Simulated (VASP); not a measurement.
Computed with PBE GGA, VASP's PBE PAW potentials (set 64) (plane waves; VASP).

VASP input:

**INCAR**
```
SYSTEM = CuP
PREC = Accurate
ENCUT = 350
EDIFF = 1E-6
NELM = 100
ALGO = Normal
LREAL = .FALSE.
LASPH = .TRUE.
ISMEAR = 0
SIGMA = 0.05
GGA = PE
LMAXMIX = 4
LWAVE = .FALSE.
LCHARG = .FALSE.
ISIF = 2
```

POSCAR:
```
CuP
10.062480
  0.1892122022  -0.5000000000   0.0000000000
  0.1892122022   0.5000000000   0.0000000000
  0.0000000000   0.0000000000   0.3728843188
P Cu
2 2
Direct
  0.5640000000   0.4360000000   0.2500000000
  0.4360000000   0.5640000000   0.7500000000
  0.8547500000   0.1452500000   0.2500000000
  0.1452500000   0.8547500000   0.7500000000
```

KPOINTS:
```
K-points
0
G
 6 6 5
```

POTCAR, in this order: P Cu (PBE.64 set). Program: vasp_std.

Output

OUTCAR:
```
 ion  position               nearest neighbor table
   1  0.564  0.436  0.250-   2 2.28   2 2.28   4 2.80   4 2.80   4 2.80   4 2.80   3 2.84   3 2.84
  LATTYP: Found a base centered orthorhombic cell.
 ALAT       =     3.8078880000
 B/A-ratio  =     2.6425357048
 C/A-ratio  =     0.9853601261
 Subroutine PRICEL returns:
 Original cell was already a primitive cell.
 Subroutine GETGRP returns: Found  8 space group operations
The static configuration has the point symmetry C_2h.
 The point group associated with its full space group is D_2h.
The dynamic configuration has the point symmetry C_2h.
 Subroutine INISYM returns: Found  8 space group operations
 Subroutine IBZKPT returns following result:
 Found     39 irreducible k-points:

 Following reciprocal coordinates:
            Coordinates               Weight
  0.000000  0.000000  0.000000      1.000000
  0.166667 -0.000000  0.000000      4.000000
  0.333333 -0.000000  0.000000      4.000000
  0.500000 -0.000000  0.000000      2.000000
  0.166667  0.166667  0.000000      2.000000
  0.333333  0.166667  0.000000      4.000000
  0.500000  0.166667  0.000000      4.000000
 -0.333333  0.166667  0.000000      4.000000
 -0.166667  0.166667  0.000000      2.000000
  0.333333  0.333333  0.000000      2.000000
  0.500000  0.333333  0.000000      4.000000
 -0.333333  0.333333  0.000000      2.000000
  0.500000  0.500000  0.000000      1.000000
  0.000000  0.000000  0.200000      2.000000
  0.166667 -0.000000  0.200000      8.000000
  0.333333 -0.000000  0.200000      8.000000
  0.500000 -0.000000  0.200000      4.000000
  0.166667  0.166667  0.200000      4.000000
  0.333333  0.166667  0.200000      8.000000
  0.500000  0.166667  0.200000      8.000000
 -0.333333  0.166667  0.200000      8.000000
 -0.166667  0.166667  0.200000      4.000000
  0.333333  0.333333  0.200000      4.000000
  0.500000  0.333333  0.200000      8.000000
 -0.333333  0.333333  0.200000      4.000000
  0.500000  0.500000  0.200000      2.000000
  0.000000  0.000000  0.400000      2.000000
  0.166667 -0.000000  0.400000      8.000000
  0.333333 -0.000000  0.400000      8.000000
  0.500000 -0.000000  0.400000      4.000000
  0.166667  0.166667  0.400000      4.000000
  0.333333  0.166667  0.400000      8.000000
  0.500000  0.166667  0.400000      8.000000
 -0.333333  0.166667  0.400000      8.000000
 -0.166667  0.166667  0.400000      4.000000
  0.333333  0.333333  0.400000      4.000000
  0.500000  0.333333  0.400000      8.000000
 -0.333333  0.333333  0.400000      4.000000
  0.500000  0.500000  0.400000      2.000000
   k-points           NKPTS =     39   k-points in BZ     NKDIM =     39   number of bands    NBANDS=     20
   number of dos      NEDOS =    301   number of ions     NIONS =      4
   total plane-waves  NPLWV =  31104
   dimension x,y,z NGX =    36 NGY =   36 NGZ =   24
   dimension x,y,z NGXF=    72 NGYF=   72 NGZF=   48
   ions per type =               2   2
   PREC   = accura    normal or accurate (medium, high low for compatibility)
   ISTART =      0    job   : 0-new  1-cont  2-samecut
   ICHARG =      2    charge: 1-file 2-atom 10-const
   ISPIN  =      1    spin polarized calculation?
   LNONCOLLINEAR =      F non collinear calculations
   LSORBIT =      F    spin-orbit coupling
   INIWAV =      1    electr: 0-lowe 1-rand  2-diag
   ENCUT  =  350.0 eV  25.72 Ry    5.07 a.u.   8.21  8.21  5.72*2*pi/ulx,y,z
   NELM   =    100;   NELMIN=  2; NELMDL= -5     # of ELM steps
   EDIFF  = 0.1E-05   stopping-criterion for ELM
   LREAL  =      F    real-space projection
   NLSPLINE    = F    spline interpolate recip. space projectors
...
```

File OSZICAR:
```
       N       E                     dE             d eps       ncg     rms          rms(c)
DAV:   1     0.188931331487E+03    0.18893E+03   -0.10999E+04  1560   0.146E+03
DAV:   2    -0.371608722083E+01   -0.19265E+03   -0.18616E+03  1560   0.317E+02
DAV:   3    -0.169823832399E+02   -0.13266E+02   -0.12153E+02  2164   0.997E+01
DAV:   4    -0.176391872488E+02   -0.65680E+00   -0.64240E+00  2336   0.199E+01
DAV:   5    -0.176548103998E+02   -0.15623E-01   -0.15588E-01  2096   0.267E+00    0.136E+01
DAV:   6    -0.194117492369E+02   -0.17569E+01   -0.40985E+01  1920   0.158E+02    0.122E+01
DAV:   7    -0.159630392029E+02    0.34487E+01   -0.11418E+01  1864   0.929E+01    0.435E+00
DAV:   8    -0.159120012877E+02    0.51038E-01   -0.29721E+00  2464   0.344E+01    0.237E+00
DAV:   9    -0.158681581441E+02    0.43843E-01   -0.40211E-01  2440   0.124E+01    0.546E-01
DAV:  10    -0.158708317365E+02   -0.26736E-02   -0.18664E-02  2444   0.257E+00    0.416E-01
DAV:  11    -0.158698986658E+02    0.93307E-03   -0.22152E-02  2276   0.387E+00    0.264E-01
DAV:  12    -0.158687996283E+02    0.10990E-02   -0.44957E-03  2368   0.160E+00    0.741E-02
DAV:  13    -0.158687506607E+02    0.48968E-04   -0.26395E-04  2464   0.156E-01    0.295E-02
DAV:  14    -0.158687375751E+02    0.13086E-04   -0.83565E-05  2472   0.208E-01    0.696E-03
DAV:  15    -0.158687381538E+02   -0.57869E-06   -0.10840E-05  2336   0.342E-02    0.547E-03
DAV:  16    -0.158687381707E+02   -0.16961E-07   -0.12958E-07   968   0.331E-03
   1 F= -.15868738E+02 E0= -.15867366E+02  d E =-.274515E-02
```

File OUTCAR:
```
------------------------ aborting loop because EDIFF is reached ----------------------------------------
  FORCE on cell =-STRESS in cart. coord.  units (eV):
  Direction    XX          YY          ZZ          XY          YZ          ZX
  --------------------------------------------------------------------------------------
  Total       -4.0619301     -4.3820804     -4.2025210      0.0000000      0.0000000      0.0000000
  in kB      -90.5325342    -97.6680637    -93.6660323      0.0000000      0.0000000      0.0000000
  external PRESSURE =     -93.9555434 kB  Pullay stress =       0.0000000 kB
  volume of cell :       71.89
      direct lattice vectors                 reciprocal lattice vectors
     1.903944000 -5.031240000  0.000000000     0.262612766 -0.099379080  0.000000000
     1.903944000  5.031240000  0.000000000     0.262612766  0.099379080  0.000000000
     0.000000000  0.000000000  3.752141000     0.000000000  0.000000000  0.266514505
 POSITION                                       TOTAL-FORCE (eV/Angst)
 -----------------------------------------------------------------------------------
      1.90394     -0.64400      0.93804         0.000000     -1.131336     -0.000000
      1.90394      0.64400      2.81411         0.000000      1.131336      0.000000
      1.90394     -3.56966      0.93804         0.000000      0.120728     -0.000000
      1.90394      3.56966      2.81411         0.000000     -0.120728     -0.000000
 -----------------------------------------------------------------------------------
    total drift:                                0.000000     -0.000000     -0.000000
  FREE ENERGIE OF THE ION-ELECTRON SYSTEM (eV)
  ---------------------------------------------------
  free  energy   TOTEN  =       -15.8687381707 eV

  energy  without entropy=      -15.8659930211  energy(sigma->0) =      -15.86736560
```
(Selected blocks of OUTCAR.)

The structure was generated: CuP was put into the CrB type (Cmcm), which need not be its known phase. The cell was not relaxed at this level. The k-mesh is coarse (spacing up to 0.33 per Å, 2π included), so the numbers may not be converged in it. The run is one of a series of settings (ENCUT = 350 against the base run), some of them coarse on purpose.
